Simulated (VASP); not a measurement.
Data:

```xyz
2
Lattice="0.0000 3.2699 3.2699 3.2699 0.0000 3.2699 3.2699 3.2699 0.0000" Properties=species:S:1:pos:R:3 pbc="T T T"
In     6.5399     6.5399     6.5399
Sb     1.6350     1.6350     1.6350
```

All values below come from AM05 GGA, VASP's PBE PAW potentials (set 64) (plane waves; VASP 6.6.1). Numerical set-up: 520 eV cut-off, Gaussian smearing of 0.050 eV, potentials In_d Sb.

Unless said otherwise, spin-orbit coupling is left out, though it shifts the bands of the heavy elements here.

Predict the band gap (along the path) with the smallest direct gap where there is one.

```
Item                                                          Value
-------------------------  ----------------------------------------
band gap (along the path)  none (metal, semimetal or under 0.01 eV)
```

The compound is InSb in the zinc blende structure. It was relaxed first.
